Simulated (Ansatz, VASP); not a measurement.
**CuC (graphene on Cu(111), 2 layers of the sheet) in two plane-wave programs**

Wanted: the spread between two codes on one cell, functional and k mesh. The cell is taken from a series of runs on this material, whose earlier steps may have relaxed, scaled, displaced or heated it; both programs get it as it stands.

Method: plane waves, with VASP 6.6.1 beside it; single point at PBE with D3(BJ), in Ansatz 0.2.0.

**1. The starting structure**

The cell holds 64 atoms: 32 Cu and 32 C. Cell: a = 8.895 Å, b = 4.934 Å, c = 27.896 Å, α = 90.0°, β = 90.0°, γ = 73.9°. 2 layer(s) of graphene at its own lattice constant on a slab of Cu(111) strained in the plane by up to 4.0 % to a common cell of 42 A^2; gaps of 3.25, 3.35 A as starting values, lowest layers held; (so at first; earlier steps may have moved the atoms), displaced by a Gaussian of 0.01 A. Lattice constants are starting values near those of PBE. Vacuum lies along c.

**2. Ansatz: single point, PBE with D3(BJ)**

Ansatz runs on its default PAW (the set named soft_2) files.

With cell and atoms fixed, the geometry can't cause a difference; cores, projectors, grids and the points listed under the comparison can.

input.yaml

```yaml
crystal:
  lattice:
    - [8.89489, 0.0, 0.0]
    - [1.36845, 4.74043, 0.0]
    - [0.0, 0.0, 27.896]
  atoms:
    - { symbol: Cu, position: [0.66869, 0.66538, 0.26867] }
    - { symbol: Cu, position: [0.74851, 0.87683, 0.34326] }
    - { symbol: Cu, position: [0.83531, 0.58316, 0.41847] }
    - { symbol: Cu, position: [0.66939, 0.6656, 0.49364] }
    - { symbol: Cu, position: [0.41643, 0.54086, 0.26926] }
    - { symbol: Cu, position: [0.49882, 0.74964, 0.34377] }
    - { symbol: Cu, position: [0.58518, 0.45762, 0.41864] }
    - { symbol: Cu, position: [0.41947, 0.5405, 0.49385] }
    - { symbol: Cu, position: [0.6679, 0.16522, 0.26881] }
    - { symbol: Cu, position: [0.74903, 0.37443, 0.34428] }
    - { symbol: Cu, position: [0.83527, 0.08246, 0.41862] }
    - { symbol: Cu, position: [0.66932, 0.16542, 0.4937] }
    - { symbol: Cu, position: [0.16533, 0.41716, 0.26945] }
    - { symbol: Cu, position: [0.2509, 0.6246, 0.34377] }
    - { symbol: Cu, position: [0.33545, 0.33254, 0.41863] }
    - { symbol: Cu, position: [0.16939, 0.41563, 0.49395] }
    - { symbol: Cu, position: [0.4166, 0.04297, 0.26896] }
    - { symbol: Cu, position: [0.49997, 0.24759, 0.34396] }
    - { symbol: Cu, position: [0.58551, 0.95725, 0.41845] }
    - { symbol: Cu, position: [0.41953, 0.0405, 0.49372] }
    - { symbol: Cu, position: [0.91541, 0.29431, 0.26904] }
    - { symbol: Cu, position: [0.99951, 0.50103, 0.34406] }
    - { symbol: Cu, position: [0.08519, 0.20818, 0.41899] }
    - { symbol: Cu, position: [0.91909, 0.29065, 0.49383] }
    - { symbol: Cu, position: [0.16656, 0.91851, 0.26897] }
    - { symbol: Cu, position: [0.24783, 0.12435, 0.34438] }
    - { symbol: Cu, position: [0.33543, 0.83259, 0.41873] }
    - { symbol: Cu, position: [0.16939, 0.91559, 0.49397] }
    - { symbol: Cu, position: [0.91685, 0.79192, 0.26862] }
    - { symbol: Cu, position: [0.00038, 0.00026, 0.34449] }
    - { symbol: Cu, position: [0.08578, 0.70753, 0.41871] }
    - { symbol: Cu, position: [0.91929, 0.79053, 0.49372] }
    - { symbol: C, position: [0.99839, 0.00615, 0.60152] }
    - { symbol: C, position: [0.16479, 0.92315, 0.60153] }
    - { symbol: C, position: [0.99839, 0.50614, 0.60152] }
    - { symbol: C, position: [0.16478, 0.42315, 0.60154] }
    - { symbol: C, position: [0.24838, 0.13113, 0.60155] }
    - { symbol: C, position: [0.41477, 0.04822, 0.60151] }
    - { symbol: C, position: [0.24839, 0.63111, 0.60155] }
    - { symbol: C, position: [0.41477, 0.54823, 0.60152] }
    - { symbol: C, position: [0.4984, 0.25617, 0.60151] }
    - { symbol: C, position: [0.66479, 0.17317, 0.60146] }
    - { symbol: C, position: [0.4984, 0.75617, 0.60151] }
    - { symbol: C, position: [0.66478, 0.6732, 0.60147] }
    - { symbol: C, position: [0.74836, 0.38112, 0.60148] }
    - { symbol: C, position: [0.91478, 0.29823, 0.60149] }
    - { symbol: C, position: [0.74838, 0.8811, 0.60148] }
    - { symbol: C, position: [0.91477, 0.79823, 0.60149] }
    - { symbol: C, position: [0.0855, 0.20284, 0.72388] }
    - { symbol: C, position: [0.91909, 0.28576, 0.72386] }
    - { symbol: C, position: [0.08552, 0.70281, 0.72388] }
    - { symbol: C, position: [0.9191, 0.78576, 0.72386] }
    - { symbol: C, position: [0.33552, 0.32789, 0.72387] }
    - { symbol: C, position: [0.16909, 0.4107, 0.72387] }
    - { symbol: C, position: [0.33549, 0.8279, 0.72387] }
    - { symbol: C, position: [0.16906, 0.91072, 0.72387] }
    - { symbol: C, position: [0.58551, 0.45281, 0.72386] }
    - { symbol: C, position: [0.41908, 0.53577, 0.72386] }
    - { symbol: C, position: [0.5855, 0.95282, 0.72386] }
    - { symbol: C, position: [0.41907, 0.03575, 0.72386] }
    - { symbol: C, position: [0.83548, 0.57789, 0.72386] }
    - { symbol: C, position: [0.66907, 0.6607, 0.72385] }
    - { symbol: C, position: [0.83549, 0.07787, 0.72387] }
    - { symbol: C, position: [0.66906, 0.16069, 0.72384] }
kpoints:
  mp_grid: { grid: [2, 4, 1] }
hamiltonian:
  xc: pbe
  dispersion: d3bj
scf:
  occupations: { method: fermi_dirac, width: 0.1 }
output:
  forces: true
  eigenvalues: true
```

Launch:

```bash
$ ansatz run input.yaml --threads 6 --pin off --max-ram 102400MiB --backend cuda --events-out ev --progress --plain --runs-dir out
```

Numbers of over 12 decimals in the logs are rounded to 6 here.

Output:

```text
Engine: ansatz 0.2.0, x86_64-unknown-linux-gnu
Pseudopotentials: kind: paw
Pseudopotential: Cu, paw, valence charge 19, recommended cutoff 420 eV (normal), Cu.paw.azcp
Pseudopotential: C, paw, valence charge 4, recommended cutoff 420 eV (normal), C.paw.azcp
Functional definition: PBE
  parameter kappa = 0.804
  parameter beta = 0.066725
  exchange = pbe_x(kappa = kappa, mu = beta*pi^2/3)
  correlation = pbe_c(beta = beta)
device memory: the entry about to start is reckoned to put 28.4 GiB on a device that reports 72.3 GiB free
GPU FFT provider: cuFFT
GPU libraries: cuBLAS 13.8.2, cuFFT 12.4.0, cuSOLVER 12.3.4
Crystal: 64 atoms, lattice volume = 1176.252 Å³
Basis set: ecut = 420 eV, 22997 PW (Γ), exchange–correlation on 120×72×384 points (8 copies of the dense FFT grid, shifted against one another)
Bands: 442, of which v1, the nominal top of the filled ones, is band 368 counted from 1 (367 counted from 0)
Symmetry: 1 space group operations
Space group: P1 (ITA 1), of the structure as read, at distance tolerance 1.1e-4 Å
k-points: 6 of 8 (time reversal used)
Non-local potential: Cu, projectors of the file, l = 0: 3, l = 1: 2, l = 2: 3, l = 3: 1
Non-local potential: C, projectors of the file, l = 0: 2, l = 1: 2, l = 2: 1
PAW form: soft (Blöchl's): semilocal exchange-correlation on the pseudo side does not see the compensation charge
PAW one-centre angular grid: Cu, 590 points (default); XC on 64 Gauss nodes
PAW one-centre angular grid: C, 110 points (default); XC on 64 Gauss nodes
Initial density: superposition of atomic densities (neutral atoms: chi_scale 0, normalization atom), corrected by the library's trained network
Initial wavefunctions: pseudopotential atomic-orbital guess
GPU buffer pool allocated for 414720 grid points (all kernels)
GPU transforms: local potential and band sums: pruned to the plane-wave sphere, on 60×36×192
Functional: x = pbe(κ = 0.804, μ = 0.219515), c = pbe(β = 0.066725)
SCF iter   1: F=—  HF=-220047.846620 eV  |F-HF|=—  |Δ(HF+E_count)|=         —  Δρ=5.10e-3  dr2=2.68e0  ethr=1.77e-3  ⟨swp⟩=6.5  Hψ=10610  notcnv=0  defer=105
preconditioner: auto → LDOS  [metal: Δε(μ)=0.031 eV  Ē_g=9.681 eV  σ=0.100 eV  W_gap=0.08  n_scr=312 (ndim 8)  ℏωp=23.7 eV  f_vac=0.450  D(μ)=12.86/eV (n_scr^D=54)  β→1.0]
SCF iter   2: F=—  HF=-220047.829334 eV  |F-HF|=—  |Δ(HF+E_count)|=   1.73e-2  Δρ=5.76e-3  dr2=4.06e-1  ethr=3.64e-4  ⟨swp⟩=2.7  Hψ=4490  notcnv=0  defer=281
SCF iter   3: F=—  HF=-220047.760272 eV  |F-HF|=—  |Δ(HF+E_count)|=   6.91e-2  Δρ=3.26e-3  dr2=8.95e-2  ethr=5.52e-5  ⟨swp⟩=2.0  Hψ=3820  notcnv=0  defer=281
SCF iter   4: F=—  HF=-220047.751477 eV  |F-HF|=—  |Δ(HF+E_count)|=   8.79e-3  Δρ=9.87e-4  dr2=1.57e-2  ethr=1.22e-5  ⟨swp⟩=2.3  Hψ=3684  notcnv=0  defer=281
SCF iter   5: F=—  HF=-220047.746136 eV  |F-HF|=—  |Δ(HF+E_count)|=   5.34e-3  Δρ=2.60e-4  dr2=2.50e-3  ethr=2.14e-6  ⟨swp⟩=2.3  Hψ=4053  notcnv=0  defer=260
SCF iter   6: F=—  HF=-220047.746284 eV  |F-HF|=—  |Δ(HF+E_count)|=   1.48e-4  Δρ=1.99e-4  dr2=3.26e-4  ethr=3.40e-7  ⟨swp⟩=2.0  Hψ=3573  notcnv=0  defer=260
SCF iter   7: F=—  HF=-220047.740088 eV  |F-HF|=—  |Δ(HF+E_count)|=   6.20e-3  Δρ=4.93e-5  dr2=6.00e-5  ethr=4.43e-8  ⟨swp⟩=2.2  Hψ=3771  notcnv=0  defer=260
SCF iter   8: F=—  HF=-220047.747839 eV  |F-HF|=—  |Δ(HF+E_count)|=   7.75e-3  Δρ=4.16e-5  dr2=2.23e-5  ethr=8.15e-9  ⟨swp⟩=2.0  Hψ=3879  notcnv=0  defer=241
SCF iter   9: F=—  HF=-220047.747855 eV  |F-HF|=—  |Δ(HF+E_count)|=   1.60e-5  Δρ=1.15e-5  dr2=1.30e-6  ethr=3.03e-9  ⟨swp⟩=2.0  Hψ=3605  notcnv=0  defer=241
SCF iter  10: F=—  HF=-220047.747856 eV  |F-HF|=—  |Δ(HF+E_count)|=   8.08e-7  Δρ=3.45e-6  dr2=1.28e-7  ethr=1.77e-10  ⟨swp⟩=2.0  Hψ=3728  notcnv=0  defer=241
SCF iter  11: F=-220047.747856 eV  HF=-220047.747856 eV  |F-HF|=1.41e-7  |Δ(HF+E_count)|=   4.69e-7  Δρ=2.92e-6  dr2=9.24e-8  ethr=1.36e-11  ⟨swp⟩=17.2  Hψ=14003  notcnv=0
SCF 1 converged in 11 iterations: F = -220047.747856 eV  dr2 = 9.24e-8
  greatest PAW one-centre occupation: 1.000 electrons in one spin orbital (limit 2), on the Cu atom at site 16 (counted from 0), in its partial waves of l = 0
SCF converged after 11 iterations
Free energy (F): -220047.747856 eV
Harris-Foulkes:  -220047.747856 eV  (|F-HF|=1.41e-7)
Internal energy: -220047.378523 eV  (E = F + TS)
E sigma→0 (E₀):  -220047.563190 eV
Entropy (-TS):   -0.369333 eV (-5.771 meV/atom)
Fermi energy:    5.225635 eV
--- Per-component energies (eV) ---
  E_band       = -19106.588431
  E_kinetic    = 12525.743715
  E_local      = -1849954.296875  (includes V_loc(G=0)·N_el)
  E_nonlocal   = 13350.756843
  E_hartree    = 912625.017453
  E_xc         = -4405.557006
  E_vxc        = -5604.971995  (∫ρ·V_xc dr)
  E_paw        = -56390.048046  (= ΣΔE_a)
  E_vpaw       = -14673.971393  (= ΣTr[D̂ρ^β])
  E_aug_tail   = 0.009653  (compensation charges beyond the density's cutoff)
  E_ewald      = 752221.618399
[...]
k-point 2: bands = [... 364 lower, 4.3843, 4.3954, 4.7408, 4.7441, 5.7829, 5.7921, 5.9946, 5.9986, ... 70 higher]
  k-point 5: bands = [... 364 lower, 4.3881, 4.3948, 4.7426, 4.7451, 5.7874, 5.7902, 5.9924, 5.9990, ... 70 higher]
```

**3. VASP: single point, PBE with D3(BJ)**

The same cell, functional, mesh and smearing now go to VASP, with its own data sets.

Lines of VASP's logs that name or quote its potential files are left out, and so is its time.

INCAR

```
SYSTEM = CuC
PREC = Accurate
ENCUT = 520
EDIFF = 1E-06
NELM = 120
ISMEAR = -1
SIGMA = 0.1
LREAL = Auto
ALGO = Normal
GGA = PE
IVDW = 12
NBANDS = 288
LASPH = .TRUE.
LORBIT = 11
LWAVE = .FALSE.
LCHARG = .FALSE.
ISIF = 2
GGA_COMPAT = .FALSE.
KPAR = 4
```

POSCAR

```
CuC
1.0
    8.8948900000      0.0000000000      0.0000000000
    1.3684500000      4.7404300000      0.0000000000
    0.0000000000      0.0000000000     27.8960000000
Cu C
32 32
Direct
    0.6686900000      0.6653800000      0.2686700000
    0.7485100000      0.8768300000      0.3432600000
    0.8353100000      0.5831600000      0.4184700000
    0.6693900000      0.6656000000      0.4936400000
    0.4164300000      0.5408600000      0.2692600000
    0.4988200000      0.7496400000      0.3437700000
    0.5851800000      0.4576200000      0.4186400000
    0.4194700000      0.5405000000      0.4938500000
    0.6679000000      0.1652200000      0.2688100000
    0.7490300000      0.3744300000      0.3442800000
    0.8352700000      0.0824600000      0.4186200000
    0.6693200000      0.1654200000      0.4937000000
    0.1653300000      0.4171600000      0.2694500000
    0.2509000000      0.6246000000      0.3437700000
    0.3354500000      0.3325400000      0.4186300000
    0.1693900000      0.4156300000      0.4939500000
    0.4166000000      0.0429700000      0.2689600000
    0.4999700000      0.2475900000      0.3439600000
    0.5855100000      0.9572500000      0.4184500000
    0.4195300000      0.0405000000      0.4937200000
    0.9154100000      0.2943100000      0.2690400000
    0.9995100000      0.5010300000      0.3440600000
    0.0851900000      0.2081800000      0.4189900000
    0.9190900000      0.2906500000      0.4938300000
    0.1665600000      0.9185100000      0.2689700000
    0.2478300000      0.1243500000      0.3443800000
    0.3354300000      0.8325900000      0.4187300000
    0.1693900000      0.9155900000      0.4939700000
    0.9168500000      0.7919200000      0.2686200000
    0.0003800000      0.0002600000      0.3444900000
    0.0857800000      0.7075300000      0.4187100000
    0.9192900000      0.7905300000      0.4937200000
    0.9983900000      0.0061500000      0.6015200000
    0.1647900000      0.9231500000      0.6015300000
    0.9983900000      0.5061400000      0.6015200000
    0.1647800000      0.4231500000      0.6015400000
    0.2483800000      0.1311300000      0.6015500000
    0.4147700000      0.0482200000      0.6015100000
    0.2483900000      0.6311100000      0.6015500000
    0.4147700000      0.5482300000      0.6015200000
    0.4984000000      0.2561700000      0.6015100000
    0.6647900000      0.1731700000      0.6014600000
    0.4984000000      0.7561700000      0.6015100000
    0.6647800000      0.6732000000      0.6014700000
    0.7483600000      0.3811200000      0.6014800000
    0.9147800000      0.2982300000      0.6014900000
    0.7483800000      0.8811000000      0.6014800000
    0.9147700000      0.7982300000      0.6014900000
    0.0855000000      0.2028400000      0.7238800000
    0.9190900000      0.2857600000      0.7238600000
    0.0855200000      0.7028100000      0.7238800000
    0.9191000000      0.7857600000      0.7238600000
    0.3355200000      0.3278900000      0.7238700000
    0.1690900000      0.4107000000      0.7238700000
    0.3354900000      0.8279000000      0.7238700000
    0.1690600000      0.9107200000      0.7238700000
    0.5855100000      0.4528100000      0.7238600000
    0.4190800000      0.5357700000      0.7238600000
    0.5855000000      0.9528200000      0.7238600000
    0.4190700000      0.0357500000      0.7238600000
    0.8354800000      0.5778900000      0.7238600000
    0.6690700000      0.6607000000      0.7238500000
    0.8354900000      0.0778700000      0.7238700000
    0.6690600000      0.1606900000      0.7238400000
```

KPOINTS

```
Automatic mesh
0
Gamma
2 4 1
0 0 0
```

PAW data sets: Cu and C (PBE family, release 64).

Launch:

```bash
$ mpirun -np 8 vasp_std
```

Output:

```text
[banner, memory and clock lines left out]
running    8 mpi-ranks, on    1 nodes
[...]
|                                                                             |
|           W    W    AA    RRRRR   N    N  II  N    N   GGGG   !!!           |
|           W    W   A  A   R    R  NN   N  II  NN   N  G    G  !!!           |
|           W    W  A    A  R    R  N N  N  II  N N  N  G       !!!           |
|           W WW W  AAAAAA  RRRRR   N  N N  II  N  N N  G  GGG   !            |
|           WW  WW  A    A  R   R   N   NN  II  N   NN  G    G                |
|           W    W  A    A  R    R  N    N  II  N    N   GGGG   !!!           |
|                                                                             |
|     For optimal performance we recommend to set                             |
|       NCORE = 2 up to number-of-cores-per-socket                            |
|     NCORE specifies how many cores store one orbital (NPAR=cpu/NCORE).      |
|     This setting can greatly improve the performance of VASP for DFT.       |
[...]
|                                                                             |
|        The reciprocal lattice is base centered orthorhombic,                |
|        whereas your k-lattice is simple monoclinic.                         |
|                                                                             |
|     Results are often still useful ...                                      |
|                                                                             |

 POSCAR, INCAR and KPOINTS ok, starting setup
[...]
entering main loop
       N       E                     dE             d eps       ncg     rms          rms(c)
DAV:   1     0.590166841347E+04    0.59017E+04   -0.19990E+05  3456   0.211E+03
DAV:   2     0.119329127154E+04   -0.47084E+04   -0.44448E+04  3456   0.537E+02
DAV:   3    -0.166032781621E+03   -0.13593E+04   -0.11803E+04  4096   0.295E+02
DAV:   4    -0.448573685028E+03   -0.28254E+03   -0.26457E+03  5464   0.140E+02
[...]
DAV:  36    -0.405972854649E+03   -0.22975E-05   -0.27366E-07  2048   0.309E-03    0.571E-04
DAV:  37    -0.405972856145E+03   -0.14959E-05   -0.12637E-07  2016   0.223E-03    0.440E-04
DAV:  38    -0.405972856901E+03   -0.75548E-06   -0.84283E-08  2040   0.202E-03
   1 F= -.42661374E+03 E0= -.42642931E+03  d E =-.368859E+00
```

OUTCAR, selected parts (step 3):

```text
 Edisp (eV)  -20.64088

  Total      10.28446    12.37418     2.06826     1.35515    -0.00780     0.23657
  in kB      14.00851    16.85492     2.81719     1.84585    -0.01062     0.32223
  external pressure =       11.23 kB  Pullay stress =        0.00 kB

 POSITION                                       TOTAL-FORCE (eV/Angst)
 -----------------------------------------------------------------------------------
      6.85846      3.15419      7.49482        -0.201834      0.045008     -0.050330
      7.85781      4.15655      9.57558         0.089474     -0.126456      0.175443
      8.22802      2.76443     11.67364        -0.000809     -0.003233      0.008850
      6.86499      3.15523     13.77058        -0.003512     -0.001401     -0.081967
      4.44424      2.56391      7.51128         0.058431      0.040904     -0.122951
      5.46279      3.55362      9.58981         0.068334     -0.020026      0.074967
      5.83134      2.16932     11.67838        -0.000229     -0.002018      0.008472
      4.47079      2.56220     13.77644        -0.007941      0.003144     -0.088588
      6.16699      0.78321      7.49872        -0.089349      0.077932     -0.088638
      7.17493      1.77496      9.60403         0.054690      0.059024      0.008015
      7.54248      0.39090     11.67782         0.002227     -0.001076      0.012188
      6.17990      0.78416     13.77226        -0.000905      0.004558     -0.083211
      2.04145      1.97752      7.51658         0.080050      0.014724     -0.108652
      3.08646      2.96087      9.58981        -0.110731     -0.041062      0.121928
[...]
-----------------------------------------------------------------------------------
    total drift:                               -0.028727      0.047182      0.042803

  FREE ENERGIE OF THE ION-ELECTRON SYSTEM (eV)
  ---------------------------------------------------
  free  energy   TOTEN  =      -426.6137357517 eV

  energy  without entropy=     -426.2448770737  energy(sigma->0) =     -426.42930641

[... 1 further part left out ...]
```

Dispersion corrections of this kind ignore metallic screening and tend to overbind metals.

**4. Comparison**

Known differences besides the potentials themselves: the data sets hold 736 valence electrons in Ansatz (on its default PAW (the set named soft_2) files) and 480 in VASP; the cutoff is 420 eV in Ansatz and 520 eV in VASP (PREC = Accurate, projectors in real space). Total energies have different zeros and are not compared.

Forces on 9 of the 64 atoms, those with the largest forces and the largest differences (eV/Å; atoms numbered as in POSCAR):

| atom | Ansatz x, y, z | VASP x, y, z |
| --- | --- | --- |
| Cu1 | -0.202, 0.046, -0.035 | -0.202, 0.045, -0.050 |
| Cu2 | 0.089, -0.126, 0.179 | 0.089, -0.126, 0.175 |
| Cu5 | 0.058, 0.041, -0.105 | 0.058, 0.041, -0.123 |
| Cu9 | -0.089, 0.079, -0.072 | -0.089, 0.078, -0.089 |
| Cu14 | -0.111, -0.040, 0.125 | -0.111, -0.041, 0.122 |
| Cu16 | 0.001, 0.001, -0.107 | 0.001, 0.001, -0.089 |
| Cu21 | 0.073, -0.133, -0.023 | 0.074, -0.135, -0.039 |
| Cu26 | 0.167, 0.049, 0.020 | 0.167, 0.048, 0.019 |
| Cu28 | -0.002, 0.001, -0.107 | -0.001, 0.001, -0.089 |

The forces differ by 5.8 meV/Å r.m.s., which is 10.8 % of the r.m.s. force of 0.054 eV/Å (both taken over all components). With vacuum in the cell, a pressure given here is an average over mostly empty space and none of the material.

**5. Summary of results**

```
r.m.s. force difference (single point, PBE with D3(BJ)) : 5.8 meV/Å
```

**Reading.** The r.m.s. force difference is 5.8 meV/Å (single point, PBE with D3(BJ)), within the 12 meV/Å picked in this series as the mark of a large difference. The data sets hold unlike numbers of valence electrons (736 in Ansatz and 480 in VASP), so part of the differences comes from the potentials. Such differences can come from data sets, numerical settings and the points named under the comparisons, not from the functional's error against experiment.

[Lines on the potential files, build, host, timing and source positions are cut from VASP's logs without a mark.]

[Logs are printed without paths, hosts, clocks, repeated set-up lines and the standing remarks that a program may print on its own settings, such as how far it seeks lower states.]

[Hosts, paths, dates, database ids (printed as entryN), source tags and the programs' standing remarks are cut or masked in the printed files.]
